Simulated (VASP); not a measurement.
```
CELL_PARAMETERS angstrom
      0.00000     3.33943     3.33943
      3.33943     0.00000     3.33943
      3.33943     3.33943     0.00000
ATOMIC_POSITIONS crystal
  Sr 0.00000 0.00000 0.00000
  Te 0.50000 0.50000 0.50000
```

All values below come from r2SCAN+rVV10, VASP's PBE PAW potentials (set 64) (plane waves; VASP). Numerical set-up: 520 eV cut-off, 7×7×7 Γ-centred mesh, Gaussian smearing of 0.050 eV, potentials Sr_sv Te.

**Question.** Predict the energy per atom (σ→0).

**Answer.** 
The energy per atom (σ→0) comes out as -2130.3 kJ/mol of atoms.

The absolute energy has meaning only against runs of the same code, potentials and settings.

The compound is SrTe in the rock salt structure. It was relaxed first.
